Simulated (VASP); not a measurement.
These are r2SCAN meta-GGA, VASP's PBE PAW potentials (set 64) (plane waves; VASP 6.6.1) values and carry that method's errors.

The input files of a VASP run:

KPOINTS:
```
Automatic mesh
0
Gamma
12 12 12
0 0 0
```

### INCAR
```
SYSTEM = CoGa
PREC = Accurate
ENCUT = 480
EDIFF = 1E-7
NELM = 100
ALGO = Normal
LREAL = .FALSE.
LASPH = .TRUE.
ISMEAR = 1
SIGMA = 0.1
METAGGA = R2SCAN
LMIXTAU = .TRUE.
LMAXMIX = 4
LWAVE = .FALSE.
LCHARG = .FALSE.
ISIF = 2
IBRION = 2
NSW = 30
EDIFFG = -0.01
```

File POSCAR:
```
CoGa
1
    2.8417902753    -0.0426268541     0.0000000000
   -0.0426268541     2.8417902753     0.0000000000
    0.0000000000     0.0000000000     2.8417902753
Ga Co
1 1
Direct
  0.5000000000   0.5000000000   0.5000000000
  0.0000000000   0.0000000000   0.0000000000
```

POTCAR, in this order: Ga_d Co (PBE.64 set). Program: vasp_std.

**Question.** What does the run give for the energy per atom (σ→0), band gap (on the k-mesh)?

**Answer.** 
```json
{
 "energy per atom (σ→0)": "-12.519 eV/atom",
 "band gap (on the k-mesh)": "none (metal, semimetal or under 0.01 eV)"
}
```

OSZICAR:
```
...
DAV:  11    -0.250371519887E+02    0.14134E-02   -0.57539E-03 12098   0.957E-01    0.882E-02
DAV:  12    -0.250381307495E+02   -0.97876E-03   -0.10229E-03  9424   0.395E-01    0.284E-02
DAV:  13    -0.250381676967E+02   -0.36947E-04   -0.67450E-05 10274   0.826E-02    0.133E-02
DAV:  14    -0.250381644820E+02    0.32146E-05   -0.27214E-05 10889   0.734E-02    0.427E-03
DAV:  15    -0.250381679262E+02   -0.34442E-05   -0.28467E-06 10440   0.264E-02    0.149E-03
DAV:  16    -0.250381685196E+02   -0.59345E-06   -0.24411E-07 10487   0.497E-03    0.998E-04
DAV:  17    -0.250381684827E+02    0.36949E-07   -0.44841E-08  4977   0.315E-03
   1 F= -.25038168E+02 E0= -.25038379E+02  d E =-.250382E+02
```

The compound is CoGa in the CsCl type structure. This cell was strained or had an atom moved on purpose. The run is not spin-polarised, so no magnetic state was tried.
